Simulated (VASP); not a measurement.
Level of theory: vdW-DF-cx, VASP's PBE PAW potentials (set 64) (plane waves; VASP 6.6.1).

A VASP calculation is set up with these files.

INCAR:
```
SYSTEM = AlN
ISMEAR = 0
SIGMA = 0.05   ! width (eV)
LUSE_VDW = T
EDIFF = 1E-7
ALGO = Normal
LASPH = T   ! aspherical one-centre terms
LORBIT = 11   ! lm-projected
GGA = CX
PREC = Accurate
ICHARG = 11   ! fixed density
LCHARG = F
LREAL = F
NELM = 100   ! most electronic steps
LWAVE = F
AGGAC = 0.0
ENCUT = 520
```

### POSCAR
```
AlN
3.1200190
  0.5000000392  -0.8660254697   0.0000000000
  0.5000000392   0.8660254697   0.0000000000
  0.0000000000   0.0000000000   1.6008037487
Al N
2 2
Direct
  0.6666670000   0.3333330000   0.5000225821
  0.3333330000   0.6666670000   0.0000225821
  0.6666670000   0.3333330000   0.8819774179
  0.3333330000   0.6666670000   0.3819774179
```

**KPOINTS**
```
k-points along high-symmetry lines
10
Line-mode
Reciprocal
  0.000000   0.000000   0.000000 ! GAMMA
  0.000000   0.500000   0.000000 ! M

  0.000000   0.500000   0.000000 ! M
 -0.333333   0.666667   0.000000 ! K

 -0.333333   0.666667   0.000000 ! K
  0.000000   0.000000   0.000000 ! GAMMA

  0.000000   0.000000   0.000000 ! GAMMA
  0.000000   0.000000   0.500000 ! A

  0.000000   0.000000   0.500000 ! A
  0.000000   0.500000   0.500000 ! L

  0.000000   0.500000   0.500000 ! L
 -0.333333   0.666667   0.500000 ! H

 -0.333333   0.666667   0.500000 ! H
  0.000000   0.000000   0.500000 ! A

  0.000000   0.500000   0.500000 ! L
  0.000000   0.500000   0.000000 ! M

 -0.333333   0.666667   0.500000 ! H
 -0.333333   0.666667   0.000000 ! K
```

POTCAR, in this order: Al N (PBE.64 set). Program: vasp_std. Read from the step before: CHGCAR.

What VASP printed:

### OSZICAR
```
       N       E                     dE             d eps       ncg     rms          rms(c)
DAV:   1     0.506722820388E+02    0.50672E+02   -0.74521E+03  2160   0.118E+03
DAV:   2    -0.211723800284E+02   -0.71845E+02   -0.65100E+02  3116   0.206E+02
DAV:   3    -0.245116228412E+02   -0.33392E+01   -0.33176E+01  2820   0.481E+01
DAV:   4    -0.245422756650E+02   -0.30653E-01   -0.30642E-01  2548   0.522E+00
DAV:   5    -0.245427601841E+02   -0.48452E-03   -0.48449E-03  2740   0.670E-01
DAV:   6    -0.245427721375E+02   -0.11953E-04   -0.11953E-04  2544   0.107E-01
DAV:   7    -0.245427724928E+02   -0.35526E-06   -0.35523E-06  2736   0.184E-02
DAV:   8    -0.245427725032E+02   -0.10445E-07   -0.10450E-07  1968   0.327E-03
   1 F= -.24542773E+02 E0= -.24542773E+02  d E =-.170160E-10
```

**OUTCAR**
```
 val. band max:        6.0353558805   @ k =   0.0000   0.0000   0.0000

 cond. band min:      10.1951808175   @ k =   0.0000   0.0000   0.0000



 k-point     1 :       0.0000    0.0000    0.0000
  band No.  band energies     occupation
      1      -9.0682      2.00000
      2      -6.9320      2.00000
      3       0.0687      2.00000
      4       5.1690      2.00000
      5       5.1691      2.00000
      6       5.8139      2.00000
      7       5.8140      2.00000
      8       6.0354      2.00000
      9      10.1952      0.00000
     10      12.6641      0.00000
     11      16.5634      0.00000
     12      17.1028      0.00000

 k-point     2 :       0.0000    0.0556    0.0000
  band No.  band energies     occupation
      1      -9.0290      2.00000
      2      -6.9096      2.00000
      3       0.1154      2.00000
      4       4.9815      2.00000
      5       5.1149      2.00000
      6       5.6187      2.00000
      7       5.8096      2.00000
      8       6.0194      2.00000
      9      10.3926      0.00000
     10      12.8349      0.00000
     11      16.3982      0.00000
     12      16.8011      0.00000

 k-point     3 :       0.0000    0.1111    0.0000
  band No.  band energies     occupation
      1      -8.9125      2.00000
      2      -6.8449      2.00000
      3       0.2545      2.00000
      4       4.4700      2.00000
      5       4.9721      2.00000
      6       5.1408      2.00000
      7       5.7872      2.00000
      8       5.9649      2.00000
      9      10.8773      0.00000
     10      13.2671      0.00000
     11      15.9095      0.00000
     12      16.1821      0.00000

 k-point     4 :       0.0000    0.1667    0.0000
  band No.  band energies     occupation
      1      -8.7236      2.00000
      2      -6.7459      2.00000
      3       0.4829      2.00000
      4       3.7595      2.00000
      5       4.5361      2.00000
      6       4.7783      2.00000
      7       5.7360      2.00000
...
```

The density is held fixed in this step, so its total energy and stress have no physical meaning.

The compound is AlN in the wurtzite structure. It was relaxed first.
